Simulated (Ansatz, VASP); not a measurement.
**H18SO8 in VASP and in Ansatz**

```
O H S
1.0
     6.69433    0.00000    0.00000
     0.00000    6.69433    0.00000
     0.00000    0.00000    6.69433
O H S
8 18 1
Cartesian
  -0.2335 0.8074 1.2388
  5.6019 2.9679 4.6851
  3.0370 3.1116 1.3020
  3.9795 7.5184 2.3622
  6.4686 3.4485 2.2305
  1.5524 2.6503 5.7330
  6.0348 0.4131 5.3222
  1.8740 5.4566 1.2939
  0.4370 0.1499 1.5048
  -0.4197 0.6171 0.2742
  6.3385 3.2167 5.2775
  5.9610 3.1691 3.7727
  3.4204 2.3147 1.7622
  2.5535 2.7504 0.5230
  4.8945 7.4049 1.9862
  3.4380 6.8195 1.9480
  7.1315 4.0910 1.9135
  6.6393 2.6016 1.7616
  2.1565 3.1521 5.1265
  1.3325 1.8130 5.2779
  5.7362 1.3083 4.9811
  5.3659 -0.2213 4.9961
  1.7874 5.5295 0.3285
  2.3834 4.5893 1.4110
  3.8034 4.3622 3.2982
  2.6096 5.7429 3.9669
  3.5217 4.8938 4.5154
```

Alike in both runs: functional PBE; k mesh 1 × 1 × 1; occupations fermi-dirac, width 0.05 eV; no spin polarisation.

Ansatz relaxed the structure, and its values are those at the end. VASP's run is a single point on that final structure, the one shown.

|  | VASP | Ansatz |
| --- | --- | --- |
| version | VASP 6.6.1 | Ansatz 0.2.0 |
| potentials or method | VASP PAW PBE potentials, release 64 (O, H, S) | scalar-relativistic, plane waves, PAW |
| plane-wave cutoff (eV) | 520 | 420 |
| valence electrons in the cell | 72 | 72 |

|  | VASP | Ansatz | Ansatz less VASP |
| --- | --- | --- | --- |
| rms of the force components (eV/Å) | 0.076 | 0.066 | -0.0101 |
